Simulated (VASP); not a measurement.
RuF2:

```
Ru F
1.0
     0.00000    2.40874    2.40874
     2.40874    0.00000    2.40874
     2.40874    2.40874    0.00000
Ru F
1 2
Direct
  0.00000 0.00000 0.00000
  0.25000 0.25000 0.25000
  0.75000 0.75000 0.75000
```

The cell comes from a database or a generator and needn't be the stable form of this composition.

Base run:

| Property | Result |
| --- | --- |
| Program | VASP 6.6.1 |
| Functional | LDA |
| Potentials or basis | VASP PAW LDA potentials, release 64 (Ru_pv, F) |
| Cutoff | 520 eV |
| k mesh | 7 × 7 × 7 |
| Occupations | gaussian, width 0.05 eV |
| Spin | collinear spin, ferromagnetic start |
| Starting moments | [1.0, 0.0, 0.0] μB |
| Hubbard terms | Ru d U = 3 eV |

Its results: band gap on the k mesh none (metal or under the smearing width); pressure 50.3 GPa; net moment 2.00 μB per cell; site moments Ru +1.80; F +0.06 μB.

Problem. The run is repeated on the same cell with these changes: hubbard terms from Ru d U = 3 eV to Ru d U = 6 eV; further incar settings from ALGO = Normal; EDIFF = 1e-07 to ALGO = Fast; EDIFF = 1e-06; NBANDS = 25. What comes out?

Solution. Band gap on the k mesh none (metal or under the smearing width); pressure 52.8 GPa; net moment 2.00 μB per cell; site moments Ru +1.91; F +0.01 μB.

Caveats: a pressure of tens of GPa on the cell as given is suspect, and the run, the potentials or the cell itself is likely at fault.

Not every run made on this cell is shown here.
